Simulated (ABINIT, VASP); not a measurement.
An input for ABINIT (PBE, PAW (JTH v2.0 PBE PAW)):

```
# KBr, JTH v2.0 PBE PAW
pp_dirpath "./"
pseudos "K.GGA_PBE-JTH.xml, Br.GGA_PBE-JTH.xml"
acell 3*1.0 Angstrom
rprim
         0.0000000000    3.3000000000    3.3000000000
         3.3000000000   -0.0000000000    3.3000000000
         3.3000000000    3.3000000000   -0.0000000000
natom 2
ntypat 2
znucl 19 35
typat 1 2
xred
         0.0000000000    0.0000000000    0.0000000000
         0.5000000000    0.5000000000    0.5000000000
ecut 21
pawecutdg 42
pawxcdev 0
occopt 3
tsmear 0.05 eV
nband 13
kptopt 1
ngkpt 6 6 6
nshiftk 1
shiftk 0 0 0
nstep 50
tolvrs 1.0e-11
prtwf 0
prtden 0
enunit 1
```

Write the VASP files for the same calculation.

One set of files that does it:

POSCAR:
```
KBr
4.6669050
  0.0000000000   0.7071067442   0.7071067442
  0.7071067442   0.0000000000   0.7071067442
  0.7071067442   0.7071067442   0.0000000000
K Br
1 1
Direct
  0.0000000000   0.0000000000   0.0000000000
  0.5000000000   0.5000000000   0.5000000000
```

**KPOINTS**
```
kpoints
0
G
 6 6 6
0 0 0
```

INCAR:
```
# general
SYSTEM =KBr
PREC   =Accurate
ENCUT  =300
LREAL  =.FALSE.
LASPH  =.TRUE.

# electronic loop
EDIFF  =1E-6
NELM   =100
ALGO   =Normal
LMAXMIX=4

# smearing
ISMEAR =-1
SIGMA  =0.05

# functional
GGA    =PE

# ions
ISIF   =2

# output
LWAVE  =.FALSE.
LCHARG =.FALSE.
```

POTCAR, in this order: K_sv Br (PBE.64 set). Program: vasp_std.

Both inputs were run and reached self-consistency, which says nothing on mesh or cut-off. Potentials, basis and cut-offs are each code's own, so they don't translate, and total energies aren't comparable.

The structure is a typed KBr crystal (Fm-3m). The cell was not relaxed at this level, and it may have been scaled.
